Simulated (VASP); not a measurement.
Input:

```
CELL_PARAMETERS angstrom
      3.12419     0.00000     0.00000
     -1.56209     2.70562     0.00000
      0.00000     0.00000    24.82670
ATOMIC_POSITIONS crystal
  Mo 0.66667 0.33333 0.37851
  Mo 0.33333 0.66667 0.62149
  S  0.33333 0.66667 0.44119
  S  0.33333 0.66667 0.31601
  S  0.66667 0.33333 0.68399
  S  0.66667 0.33333 0.55881
```

Level of theory: LDA (Ceperley-Alder, Perdew-Zunger), VASP's LDA PAW potentials (set 64) (plane waves; VASP). Settings: PREC = Normal, 400 eV cut-off, 12×12×1 Γ-centred mesh, Gaussian smearing of 0.050 eV, potentials Mo_sv S.

Task: Estimate the energy per atom (σ→0).

Result: 
| Item | Value |
|---|---|
| energy per atom (σ→0) | -8.141 eV/atom |

The absolute energy has meaning only against runs of the same code, potentials and settings.

The cell is a sheet with vacuum, built from MoS2 (2H layered).
